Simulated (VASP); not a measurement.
Runs of VASP 6.6.1 on Ir. Symmetry: Fm-3m, No. 225, cubic system. Conventional cell: a = 3.831 Å, b = 3.831 Å, c = 3.831 Å, α = 90.00°, β = 90.00°, γ = 90.00°. Around Ir (site symmetry m-3m) lie 12 Ir at 2.71 Å. 

| level | potentials or basis | gap on the mesh (eV) | pressure (GPa) | relaxed volume (Å³/atom) |
| --- | --- | --- | --- | --- |
| LDA | VASP PAW LDA potentials, release 64 (Ir) | none | -0.1 | 13.94 |
| RPBE | VASP PAW PBE potentials, release 64 (Ir) | none | -0.1 | 14.71 |
| PBE | VASP PAW PBE potentials, release 64 (Ir) | none | -0.1 | 14.53 |
| PBEsol | VASP PAW PBE potentials, release 64 (Ir) | none | 0.0 | (b) |
| PBE+D3(BJ) | VASP PAW PBE potentials, release 64 (Ir) | none | 0.0 | (a) |

Alike in all rows: task relaxation of cell and atoms; no spin polarisation; cell relaxed; k mesh 16 × 16 × 16; cutoff (eV) 600; smearing methfessel-paxton 0.1 eV.

Estimate the missing entries.

(a) 14.20; (b) 14.10.

Caveats: the PAW data sets were made with another functional, which shifts forces and pressure a little (some runs); pairwise dispersion overbinds metals, which lowers pressure and volume (some runs).

A k mesh can miss the band edges, and the runs leave out spin-orbit coupling on Ir.

A gap of «none» marks a metal or a gap under the smearing width.

Not every run made on this cell is shown here.
